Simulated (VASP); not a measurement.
# Sn: Sn into a neighbouring Sn vacancy, part 5 of 5

Wanted: the minimum-energy path in Sn for this move: Sn into a neighbouring Sn vacancy. The start is a computed cell from the Materials Project.

VASP 6.6.1; PBEsol; plane waves and PAW (Sn).

So far. Step 3 (Relax the start): The run ended after 19 ionic steps, 0.346 eV below its first step, once the forces on the free atoms met EDIFFG = -0.05. Step 4 (Relax the end): The run ended after 21 ionic steps, 0.307 eV below its first step, once the forces on the free atoms met EDIFFG = -0.05.

**5. Nudged elastic band (continued)**

From OUTCAR (step 5):

```text
   NELECT =      92.0000    total number of electrons

  tangential force (eV/A)        -0.091605
  left and right image   0.521527  0.522013 A

  tangential force (eV/A)        -0.090563
  left and right image   0.524107  0.524739 A

 E-fermi :   4.7086

 k-point     1 :       0.0000    0.0000    0.0000
  band No.  band energies     occupation
    ...
     42       3.9377      2.00000
     43       4.0856      2.00000
     44       4.3042      2.00092
     45       4.4269      2.02324
     46       4.5173      2.07018
     47       5.2600     -0.00000
     48       5.3786     -0.00000
     49       5.4623     -0.00000
     50       5.5316     -0.00000
     51       5.6245     -0.00000
    ...

 POSITION                                       TOTAL-FORCE (eV/Angst)
 -----------------------------------------------------------------------------------
     -2.81751      8.67239      1.54993        -0.003569     -0.003643      0.009345
      2.98299     -2.94339      1.72676         0.007160      0.001267     -0.014740
     -0.29697      5.77648      3.09442        -0.018679     -0.015691      0.007137
      5.75268      5.79838      2.96682        -0.008481     -0.010872     -0.020268
      3.05174      2.93826      4.71815         0.017722     -0.002477     -0.000937
     -2.75406      2.98317      1.53272        -0.014825      0.003156      0.002721
     -0.06209      5.75211      0.05581         0.008718     -0.012134      0.002326
      5.83021      5.78796     -0.27209         0.003640     -0.015103     -0.022622
      2.88354      2.94719      1.56995         0.012191     -0.000225     -0.004162
      8.70615      2.94058      1.80983         0.000838      0.000413     -0.009530
      5.95112      0.01827      3.13823         0.005285      0.000577      0.005701
      0.07100      2.29911      0.65839        -0.005268      0.084033      0.016555
      2.86141      5.82611     -0.80179         0.010071      0.009387     -0.001436
      2.99624      0.00452      2.44804        -0.000798      0.004032      0.003096
      5.81454      2.83984      0.74041         0.008667     -0.011112     -0.002935
      5.77613     -2.95259      3.94472         0.002520     -0.007552      0.007750
      8.86917     -0.01749      2.39244        -0.001145     -0.004101     -0.009501
     -3.48345      5.78130      2.55345        -0.038622      0.004076      0.007904
      0.11810      8.92271      0.68728        -0.009682     -0.009233     -0.001081
      0.07603      2.88786      3.92203         0.014608     -0.017356      0.016515
      2.73792      5.80626      2.42693        -0.018134      0.002758     -0.000612
      2.93533      0.05308      5.59356         0.002808      0.001753     -0.006174
      6.08040      2.93618      3.99453         0.024974     -0.001953      0.014948
 -----------------------------------------------------------------------------------
    total drift:                                0.022257      0.011728     -0.008173

  FREE ENERGIE OF THE ION-ELECTRON SYSTEM (eV)
  ---------------------------------------------------
  free  energy   TOTEN  =       -97.1586690384 eV

  energy  without entropy=      -97.1644740994  energy(sigma->0) =      -97.16060406

  tangential force (eV/A)        -0.089721
  left and right image   0.526665  0.527444 A

[... 6 parts as in an earlier step ...]

[... 8 further parts left out ...]
```

CONTCAR:

```
Sn
   1.00000000000000
    -5.8266201903999999    5.8266201903999999    3.1687159126000002
     8.7399302855999998   -8.7399302855999998    4.7530738688999996
     5.8266201903999999    5.8266201903999999   -3.1687159126000002
  Sn
    23
Direct
     0.9887708993591133    0.0018587305992324    0.5024247635093854
     0.0198884409580762    0.3522991833870053    0.0033984559850658
     0.9839744706804899    0.3085287704460412    0.4702140956796424
     0.9657194664336087    0.6411983166767534    0.9912312426650477
     0.9966302299654404    0.6709123995050212    0.5140196516300326
     0.4978475774518905    0.0036788927202896    0.0196608738602227
     0.5024130184195239    0.0023191394542691    0.4882784943047107
     0.4537476880746173    0.3049158405463793    0.9969903212070148
     0.5006329885475973    0.3301141586415974    0.5003524253194186
     0.5379182584935407    0.6884529196629405    0.9994412579797016
     0.4967570160454967    0.6705821127566549    0.5122520152480114
     0.3011817308849685    0.0733210154490289    0.2033864145313115
     0.3734391673271258    0.0793525730334376    0.7455022354999977
     0.3866699508309192    0.4289325419989292    0.2575037912810676
     0.3605263352302942    0.4105295233647344    0.7426585743745193
     0.3690762130804501    0.7454093567860574    0.2422963093886164
     0.3760078539657363    0.7590663185578246    0.7595892768705448
     0.8990260789903690    0.0693263128676063    0.1971850635454729
     0.8741327157251122    0.0790550652928256    0.7758190794804646
     0.8666840454505835    0.4169281423402587    0.2543405870255716
     0.8812036933860086    0.4119334402335788    0.7332013995787414
     0.8871784439717805    0.7563416484504141    0.2564445505195885
     0.8822699279132858    0.7680568585643954    0.7737406319063749
```

The path, image by image:

```csv
image,path (A),energy (eV),"Sn12: x, y, z (Å)"
0,0.000,0.0000,"0.058, 2.750, 0.702"
1,0.527,0.0192,"0.071, 2.299, 0.658"
2,1.054,0.0551,"0.058, 1.874, 0.558"
3,1.581,0.0677,"0.004, 1.459, 0.388"
4,2.108,0.0553,"-0.049, 1.043, 0.223"
5,2.634,0.0189,"-0.071, 0.622, 0.123"
6,3.159,-0.0029,"-0.051, 0.166, 0.075"
```

Numbers from this step:

| Quantity | Value |
| --- | --- |
| electronic cycles | 66 |
| path length | 3.159 Å |
| barrier | 0.06771 eV |
| barrier in the reverse direction | 0.07056 eV |
| barrier from a spline through the images | 0.06771 eV |
| reaction energy | -0.002852 eV |

What the program prints for this run, and its count of cycles, belong to image 1; the force that counts for the threshold is the band's, across the path.

**6. Summary of results**

* hop: Sn into a neighbouring Sn vacancy
* barrier: 0.0677 eV
* barrier in the reverse direction: 0.0706 eV
* barrier from a spline through the images: 0.0677 eV
* reaction energy: -0.00285 eV
* path length: 3.16 Å

**Reading.** The barrier is 0.07 eV forwards and 0.07 eV backwards. A barrier this low is not resolved by the force threshold of the band. Both ends are alike and an image sits at the midpoint, which is the saddle if the path is symmetric. The band met its force threshold after 15 steps. Cell and mesh are small and were not tested. The band started on a straight line, so other routes may lie lower.

[Lines on the potential files, build, host, timing and source positions are cut from VASP's logs without a mark.]

[Logs are printed without paths, hosts, clocks, repeated set-up lines and the standing remarks that a program may print on its own settings, such as how far it seeks lower states.]

[Hosts, paths, dates, database ids (printed as entryN), source tags and the programs' standing remarks are cut or masked in the printed files.]

[Runs that stopped without an error message from VASP are left out.]
